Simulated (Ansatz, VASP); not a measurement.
# P: VASP beside Ansatz, part 2 of 2

Aim: how closely do two programs agree when they are given the same cell, functional and k mesh?

VASP 6.6.1 and Ansatz 0.2.0.

So far. Step 2 (VASP: band structure, LDA): The run ends at a pressure of -2.61 GPa, with forces up to 0.053 eV/Å.

**6. Ansatz: band structure, PBE**

Level of this step: Ansatz beside VASP: Kohn-Sham DFT, plane waves, PBE (Ansatz).

With cell and atoms fixed, the geometry can't cause a difference; cores, projectors, grids and the points listed under the comparison can.

The cell is taken from a series of VASP runs on this material, whose earlier steps may have relaxed, scaled or displaced it; both programs get it as it stands.

input.yaml reads:

```yaml
crystal:
  lattice:
    - [1.6582, -5.242, 0.0]
    - [1.6582, 5.242, 0.0]
    - [0.0, 0.0, 4.3793]
  atoms:
    - { symbol: P, position: [0.39838, 0.60162, 0.41932] }
    - { symbol: P, position: [0.10162, 0.89838, 0.91932] }
    - { symbol: P, position: [0.60162, 0.39838, 0.58068] }
    - { symbol: P, position: [0.89838, 0.10162, 0.08068] }
hamiltonian:
  xc: pbe
  pseudopotentials: { kind: paw }
kpoints:
  mp_grid: { grid: [8, 8, 6] }
  band_path:
    path:
      - [0.0, 0.0, 0.0]
      - [0.12223, 0.12223, 0.0]
      - [0.24446, 0.24446, 0.0]
      - [0.2139, 0.32501, 0.0]
      - [0.09167, 0.42501, 0.0]
      - [0.0, 0.5, 0.0]
      - [0.0, 0.5, 0.22222]
      - [0.0, 0.5, 0.44444]
      - [0.06111, 0.45, 0.5]
      - [0.18334, 0.35001, 0.5]
      - [0.24446, 0.24446, 0.5]
      - [0.12223, 0.12223, 0.5]
      - [0.0, 0.0, 0.5]
      - [0.0, 0.0, 0.33333]
      - [0.0, 0.0, 0.11111]
      - [-0.05556, 0.05556, 0.0]
      - [-0.27778, 0.27778, 0.0]
      - [-0.5, 0.5, 0.0]
      - [-0.42501, 0.57499, 0.0]
      - [-0.32501, 0.67499, 0.0]
      - [-0.27502, 0.72498, 0.11111]
      - [-0.27502, 0.72498, 0.33333]
      - [-0.27502, 0.72498, 0.5]
      - [-0.37501, 0.62499, 0.5]
      - [-0.475, 0.525, 0.5]
      - [-0.5, 0.5, 0.38889]
      - [-0.5, 0.5, 0.16667]
      - [0.0, 0.0, 0.5]
      - [-0.22222, 0.22222, 0.5]
      - [-0.5, 0.5, 0.5]
    npoints: 1
scf:
  occupations: { method: gaussian, width: 0.03 }
  n_extra_bands: 8
output:
  forces: true
  stress: true
  eigenvalues: true
  write_density: true
  write_potential: true
  elf: true
  volumetric_format: npy
```

Launch:

```console
$ ansatz run input.yaml --threads 2 --pin off --max-ram 4608MiB --backend cpu --events-out ev --progress --plain --runs-dir out
```

Numbers of over 12 decimals in the logs are rounded to 6 here.

Log:

```text
[...]
Crystal: 4 atoms, lattice volume = 76.132 Å³
Basis set: ecut = 420 eV, 1491 PW (Γ), exchange–correlation on 80×80×60 points (8 copies of the dense FFT grid, shifted against one another)
Bands: 18, of which v1, the nominal top of the filled ones, is band 10 counted from 1 (9 counted from 0)
Symmetry: 8 space group operations
[...]
k-points: 84 of 384
[...]
k-point 0: bands = [... 6 lower, 3.5994, 4.8064, 5.0828, 6.2873, 8.3968, 8.7542, 9.5193, 10.6493, ... 4 higher]
  k-point 1: bands = [... 6 lower, 3.7166, 5.0368, 5.4010, 5.8419, 8.7702, 9.3046, 9.5222, 10.3404, ... 4 higher]
  k-point 2: bands = [... 6 lower, 4.0395, 4.8448, 4.8953, 6.9631, 8.7992, 9.1425, 10.0038, 10.9963, ... 4 higher]
  k-point 83: bands = [... 6 lower, 5.0625, 5.0625, 6.0168, 6.0168, 9.0341, 9.0341, 10.2300, 10.2300, ... 4 higher]
[key lines of the parts left out:]
SCF converged after 7 iterations
Free energy (F): -3022.654078 eV
Fermi energy:    7.744333 eV
P = ⅓ Tr σ = 2.1148 GPa (21.148 kbar)
```

Run time: 3.7 s. Hardware: 2 threads of Arm Neoverse V2, shared host; peak memory 0.42 GiB; 7.3 s of CPU time.

**7. VASP: band structure, PBE**

The same cell, functional, mesh and smearing now go to VASP, with its own data sets and cutoff.

INCAR reads:

```
SYSTEM = P
PREC = Accurate
ENCUT = 350
EDIFF = 1E-06
NELM = 100
ISMEAR = 0
SIGMA = 0.03
LREAL = .FALSE.
ALGO = Normal
GGA = PE
NBANDS = 24
LORBIT = 11
LWAVE = .FALSE.
LCHARG = .FALSE.
KPAR = 8
LASPH = .TRUE.
```

POSCAR reads:

```
P
1.0
    1.6582000000     -5.2420000000      0.0000000000
    1.6582000000      5.2420000000      0.0000000000
    0.0000000000      0.0000000000      4.3793000000
P
4
Direct
    0.3983800000      0.6016200000      0.4193200000
    0.1016200000      0.8983800000      0.9193200000
    0.6016200000      0.3983800000      0.5806800000
    0.8983800000      0.1016200000      0.0806800000
```

KPOINTS reads:

```
Automatic mesh
0
Gamma
8 8 6
0 0 0
```

KPOINTS_OPT reads:

```
Line mode
10
Line-mode
Reciprocal
  0.00000000   0.00000000   0.00000000 GAMMA
  0.27501611   0.27501611   0.00000000 X

  0.27501611   0.27501611   0.00000000 X
  0.00000000   0.50000000   0.00000000 S

  0.00000000   0.50000000   0.00000000 S
  0.00000000   0.50000000   0.50000000 R

  0.00000000   0.50000000   0.50000000 R
  0.27501611   0.27501611   0.50000000 A

  0.27501611   0.27501611   0.50000000 A
  0.00000000   0.00000000   0.50000000 Z

  0.00000000   0.00000000   0.50000000 Z
  0.00000000   0.00000000   0.00000000 GAMMA

  0.00000000   0.00000000   0.00000000 GAMMA
 -0.50000000   0.50000000   0.00000000 Y

 -0.50000000   0.50000000   0.00000000 Y
 -0.27501611   0.72498389   0.00000000 X1

 -0.27501611   0.72498389   0.00000000 X1
 -0.27501611   0.72498389   0.50000000 A1

 -0.27501611   0.72498389   0.50000000 A1
 -0.50000000   0.50000000   0.50000000 T

 -0.50000000   0.50000000   0.50000000 T
 -0.50000000   0.50000000   0.00000000 Y

  0.00000000   0.00000000   0.50000000 Z
 -0.50000000   0.50000000   0.50000000 T
```

The projector-augmented-wave data sets are P (PBE family, release 64).

Launch:

```console
$ mpirun -np 8 vasp_std
```

Log:

```text
[banner, memory and clock lines left out]
running    8 mpi-ranks, on    1 nodes
[...]
[... a notice as in an earlier step ...]

 LDA part: xc-table for (Slater+PW92), standard interpolation
 POSCAR, INCAR and KPOINTS ok, starting setup
[...]
entering main loop
       N       E                     dE             d eps       ncg     rms          rms(c)
DAV:   1     0.380016969984E+02    0.38002E+02   -0.62599E+03  4032   0.513E+02
DAV:   2    -0.191935483354E+02   -0.57195E+02   -0.54458E+02  5328   0.111E+02
DAV:   3    -0.215909624260E+02   -0.23974E+01   -0.23825E+01  5312   0.211E+01
DAV:   4    -0.216119535154E+02   -0.20991E-01   -0.20988E-01  4992   0.246E+00
[...]
DAV:  10    -0.214622007017E+02   -0.28849E-04   -0.46891E-05  5040   0.300E-02    0.277E-02
DAV:  11    -0.214622093864E+02   -0.86847E-05   -0.10825E-05  5200   0.171E-02    0.100E-02
DAV:  12    -0.214622097403E+02   -0.35383E-06   -0.36194E-07  3472   0.285E-03
   1 F= -.21462210E+02 E0= -.21462210E+02  d E =-.329588E-07
 Start KPOINTS_OPT (optional k-point list driver)
k-point batch [1-84\120]
       N       E                     dE             ncg
DAV:   1     0.459433672248E+04   -0.30595E+05     4032
DAV:   2    -0.151520253259E+03   -0.47459E+04     5328
DAV:   3    -0.351399030497E+03   -0.19988E+03     5368
DAV:   4    -0.353132659215E+03   -0.17336E+01     4960
DAV:   5    -0.353156088614E+03   -0.23429E-01     5416
DAV:   6    -0.353156527398E+03   -0.43878E-03     4992
DAV:   7    -0.353156536410E+03   -0.90117E-05     5136
DAV:   8    -0.353156536903E+03   -0.49347E-06     3680
k-point batch [85-120\120]
       N       E                     dE             ncg
DAV:   1     0.184880257429E+05   -0.13654E+05     1728
DAV:   2     0.163966460983E+05   -0.20914E+04     2256
DAV:   3     0.163032088945E+05   -0.93437E+02     2264
DAV:   4     0.163024055594E+05   -0.80334E+00     2112
DAV:   5     0.163023946158E+05   -0.10944E-01     2288
DAV:   6     0.163023944071E+05   -0.20868E-03     2152
DAV:   7     0.163023944029E+05   -0.42495E-05     2144
DAV:   8     0.163023944027E+05   -0.21570E-06     1584
```

From OUTCAR (step 7):

```text
  Total        0.6226519      1.1230043      0.7786590      0.0000000      0.0000000      0.0000000
  in kB       13.1034997     23.6332454     16.3866165      0.0000000      0.0000000      0.0000000
  external PRESSURE =      17.7077872 kB  Pullay stress =       0.0000000 kB

 POSITION                                       TOTAL-FORCE (eV/Angst)
 -----------------------------------------------------------------------------------
      1.65820      1.06538      1.83633         0.000000      0.058842      0.019284
      1.65820      4.17662      4.02598         0.000000     -0.058842      0.019284
      1.65820     -1.06538      2.54297         0.000000     -0.058842     -0.019284
      1.65820     -4.17662      0.35332         0.000000      0.058842     -0.019284
 -----------------------------------------------------------------------------------
    total drift:                               -0.000000      0.000000      0.000000

  FREE ENERGIE OF THE ION-ELECTRON SYSTEM (eV)
  ---------------------------------------------------
  free  energy   TOTEN  =       -21.4622097403 eV

  energy  without entropy=      -21.4622097073  energy(sigma->0) =      -21.46220972

[... 2 parts as in an earlier step ...]

[... 1 further part left out ...]
[key lines of the parts left out:]
E-fermi :   6.6921
```

The run ends at a pressure of 1.77 GPa, with forces up to 0.062 eV/Å.

**8. Differences**

The two programs side by side:

| quantity | Ansatz | VASP | difference |
| --- | --- | --- | --- |
| pressure (GPa) | 2.11 | 1.77 | +0.34 |

Forces (eV/Å; atoms numbered as in POSCAR):

| atom | Ansatz x, y, z | VASP x, y, z |
| --- | --- | --- |
| P1 | 0.000, 0.095, 0.054 | 0.000, 0.059, 0.019 |
| P2 | 0.000, -0.095, 0.054 | 0.000, -0.059, 0.019 |
| P3 | 0.000, -0.095, -0.054 | 0.000, -0.059, -0.019 |
| P4 | 0.000, 0.095, -0.054 | 0.000, 0.059, -0.019 |

The forces differ by 29 meV/Å r.m.s., which is 81.4 % of the r.m.s. force of 0.04 eV/Å (both taken over all components). Levels from 3 eV below to 2 eV above the Fermi level differ by 15 meV r.m.s. and 37 meV at most; each VASP level is matched to the nearest of Ansatz, which flatters the figure a little.

**9. Other set-ups**

Further runs change the set-up of one program: Ansatz's method, potentials or start, or VASP's data sets, cutoff or form of LDA. The table gives Ansatz less VASP for each quantity, since a change that brings one quantity closer may part another.

| run | r.m.s. force difference (meV/Å) | pressure (GPa) |
| --- | --- | --- |
| as above | 29 | 0.34 |
| Ansatz's larger PAW set (cutoff 510 eV) | 27 | 0.36 |
| norm-conserving potentials (cutoff 599 eV) | 35 | 0.38 |

**10. Ansatz: band structure, r2SCAN**

A single point gives forces, pressure and levels at one fixed geometry, so differences don't come from the geometry; what else differs is listed under the comparison.

The cell is taken from a series of VASP runs on this material, whose earlier steps may have relaxed, scaled or displaced it; both programs get it as it stands.

input.yaml, as its differences from that of step 6:

```diff
@@ -11,3 +11,3 @@
 hamiltonian:
-  xc: pbe
+  xc: r2scan
   pseudopotentials: { kind: paw }
@@ -55,5 +55 @@
   eigenvalues: true
-  write_density: true
-  write_potential: true
-  elf: true
-  volumetric_format: npy
```

Launch:

```console
$ ansatz run input.yaml --threads 2 --pin off --max-ram 4608MiB --backend cpu --events-out ev --progress --plain --runs-dir out
```

Log:

```text
[...]
Crystal: 4 atoms, lattice volume = 76.132 Å³
Basis set: ecut = 500 eV, 1887 PW (Γ), exchange–correlation on 180×180×128 points (64 copies of the dense FFT grid, shifted against one another)
Bands: 18, of which v1, the nominal top of the filled ones, is band 10 counted from 1 (9 counted from 0)
Symmetry: 8 space group operations
[...]
k-points: 84 of 384
[...]
k-point 0: bands = [... 6 lower, 3.3029, 4.6339, 4.8670, 6.1608, 8.4622, 8.9326, 9.6981, 10.7780, ... 4 higher]
  k-point 1: bands = [... 6 lower, 3.4258, 4.8167, 5.2472, 5.7219, 8.9393, 9.4880, 9.6377, 10.4585, ... 4 higher]
  k-point 2: bands = [... 6 lower, 3.7646, 4.6116, 4.7242, 6.8487, 9.0211, 9.3290, 10.1123, 11.1628, ... 4 higher]
  k-point 83: bands = [... 6 lower, 4.8541, 4.8541, 5.9212, 5.9212, 9.1968, 9.1968, 10.4820, 10.4820, ... 4 higher]
[key lines of the parts left out:]
SCF converged after 6 iterations
Free energy (F): -3036.611615 eV
Fermi energy:    7.787897 eV
P = ⅓ Tr σ = 0.9929 GPa (9.929 kbar)
```

Run time: 8.2 s. Hardware: 2 threads; peak memory 0.73 GiB; 16 s of CPU time.

**11. VASP: band structure, r2SCAN**

The same cell, functional, mesh and smearing now go to VASP, with its own data sets and cutoff.

INCAR, as its differences from that of step 7:

```diff
@@ -9,3 +9,4 @@
 ALGO = Normal
-GGA = PE
+METAGGA = R2SCAN
+LASPH = .TRUE.
 NBANDS = 24
@@ -15,2 +16 @@
 KPAR = 8
-LASPH = .TRUE.
```

POSCAR is that of step 7.

KPOINTS is that of step 7.

KPOINTS_OPT is that of step 7.

Launch:

```console
$ mpirun -np 8 vasp_std
```

Log:

```text
[banner, memory and clock lines left out]
running    8 mpi-ranks, on    1 nodes
[...]
[... a notice as in an earlier step ...]

|                                                                             |
|               ----> ADVICE to this user running VASP <----                  |
|                                                                             |
|     You enforced a specific xc type in the INCAR file but a different       |
|     [... a line on the potential file left out ...]
|     I HOPE YOU KNOW WHAT YOU ARE DOING!                                     |
|                                                                             |

 LDA part: xc-table for (None), standard interpolation
 POSCAR, INCAR and KPOINTS ok, starting setup
[...]
entering main loop
       N       E                     dE             d eps       ncg     rms          rms(c)
DAV:   1     0.210456525091E+02    0.21046E+02   -0.64330E+03  4032   0.528E+02
DAV:   2    -0.372652968108E+02   -0.58311E+02   -0.55483E+02  5328   0.114E+02
[...]
DAV:  12    -0.358677403685E+02   -0.14122E-05   -0.51327E-07  3648   0.380E-03    0.434E-03
DAV:  13    -0.358677411049E+02   -0.73640E-06   -0.14857E-07  3072   0.194E-03
   1 F= -.35867741E+02 E0= -.35867741E+02  d E =-.153015E-06
 Start KPOINTS_OPT (optional k-point list driver)
k-point batch [1-84\120]
       N       E                     dE             ncg
DAV:   1     0.413489569403E+04   -0.31055E+05     4032
DAV:   2    -0.813063017489E+03   -0.49480E+04     5312
DAV:   3    -0.101610276672E+04   -0.20304E+03     5312
DAV:   4    -0.101782291501E+04   -0.17201E+01     4968
DAV:   5    -0.101784576114E+04   -0.22846E-01     5384
DAV:   6    -0.101784618466E+04   -0.42352E-03     5008
DAV:   7    -0.101784619323E+04   -0.85674E-05     5048
DAV:   8    -0.101784619373E+04   -0.50106E-06     3680
k-point batch [85-120\120]
       N       E                     dE             ncg
DAV:   1     0.183018100329E+05   -0.13840E+05     1728
DAV:   2     0.161197226080E+05   -0.21821E+04     2240
DAV:   3     0.160243112752E+05   -0.95411E+02     2272
DAV:   4     0.160235122823E+05   -0.79899E+00     2096
DAV:   5     0.160235015607E+05   -0.10722E-01     2288
DAV:   6     0.160235013613E+05   -0.19935E-03     2136
DAV:   7     0.160235013573E+05   -0.39951E-05     2152
DAV:   8     0.160235013571E+05   -0.21387E-06     1576
```

OUTCAR, selected parts (step 11):

```text
  Total       -0.0595970      0.5065982      0.0500512      0.0000000     -0.0000000      0.0000000
  in kB       -1.2541979     10.6611882      1.0533115      0.0000000     -0.0000000      0.0000000
  external PRESSURE =       3.4867673 kB  Pullay stress =       0.0000000 kB

 POSITION                                       TOTAL-FORCE (eV/Angst)
 -----------------------------------------------------------------------------------
      1.65820      1.06538      1.83633         0.000000     -0.117206     -0.268132
      1.65820      4.17662      4.02598         0.000000      0.117206     -0.268132
      1.65820     -1.06538      2.54297         0.000000      0.117206      0.268132
      1.65820     -4.17662      0.35332         0.000000     -0.117206      0.268132
 -----------------------------------------------------------------------------------
    total drift:                               -0.000000      0.000000     -0.000000

  FREE ENERGIE OF THE ION-ELECTRON SYSTEM (eV)
  ---------------------------------------------------
  free  energy   TOTEN  =       -35.8677411049 eV

  energy  without entropy=      -35.8677409519  energy(sigma->0) =      -35.86774103

[... 2 parts as in an earlier step ...]

[... 1 further part left out ...]
[key lines of the parts left out:]
E-fermi :   6.7248
```

The run ends at a pressure of 0.35 GPa, with forces up to 0.29 eV/Å.

**12. Differences**

What differs besides the data sets and the points named for the pairs above, as far as they apply: VASP keeps PBE cores, Ansatz makes them for the functional; the cutoff is 500 eV in Ansatz and 350 eV in VASP. Total energies have different zeros and are not compared.

Both answers:

| quantity | Ansatz | VASP | difference |
| --- | --- | --- | --- |
| pressure (GPa) | 0.99 | 0.35 | +0.64 |

Forces (eV/Å; atoms numbered as in POSCAR):

| atom | Ansatz x, y, z | VASP x, y, z |
| --- | --- | --- |
| P1 | 0.000, -0.057, -0.192 | 0.000, -0.117, -0.268 |
| P2 | 0.000, 0.057, -0.192 | 0.000, 0.117, -0.268 |
| P3 | 0.000, 0.057, 0.192 | 0.000, 0.117, 0.268 |
| P4 | 0.000, -0.057, 0.192 | 0.000, -0.117, 0.268 |

The forces differ by 56 meV/Å r.m.s., which is 33.1 % of the r.m.s. force of 0.17 eV/Å (both taken over all components). Levels from 3 eV below to 2 eV above the Fermi level differ by 19 meV r.m.s. and 45 meV at most; each VASP level is matched to the nearest of Ansatz, which flatters the figure a little.

**13. Further runs**

Further runs change the set-up of one program: Ansatz's method, potentials or start, or VASP's data sets, cutoff or form of LDA. The table gives Ansatz less VASP for each quantity, since a change that brings one quantity closer may part another.

| run | r.m.s. force difference (meV/Å) | pressure (GPa) |
| --- | --- | --- |
| as above | 56 | 0.64 |
| cores kept as stored | 50 | 0.55 |
| Ansatz's larger PAW set (cutoff 510 eV) | 53 | 0.64 |

**14. Summary of results**

```
r.m.s. force difference (band structure, LDA)    : 23 meV/Å
r.m.s. force difference (band structure, PBE)    : 29 meV/Å
r.m.s. force difference (band structure, r2SCAN) : 56 meV/Å
difference in pressure (band structure, r2SCAN)  : 0.64 GPa
```

The r.m.s. force difference is 56 meV/Å (band structure, r2SCAN), beyond the 12 meV/Å picked in this series as the mark of a large difference. Band structure, LDA, cores kept as stored: r.m.s. force difference goes from 23 to 41 meV/Å; the difference in pressure goes from 0.27 to 0.50 GPa. Band structure, LDA, norm-conserving potentials (cutoff 653 eV): r.m.s. force difference goes from 23 to 8.2 meV/Å; the difference in pressure goes from 0.27 to 0.076 GPa. For band structure, PBE, no further run moves any of the tabulated differences by more than a quarter of its size. For band structure, r2SCAN, no further run moves any of the tabulated differences by more than a quarter of its size. 1 further run of this series is not shown here. Such differences can come from data sets, numerical settings and the points named under the comparisons, not from the functional's error against experiment.

[Lines on the potential files, build, host, timing and source positions are cut from VASP's logs without a mark.]

[Logs are printed without paths, hosts, clocks, repeated set-up lines and the standing remarks that a program may print on its own settings, such as how far it seeks lower states.]

[Hosts, paths, dates, database ids (printed as entryN), source tags and the programs' standing remarks are cut or masked in the printed files.]
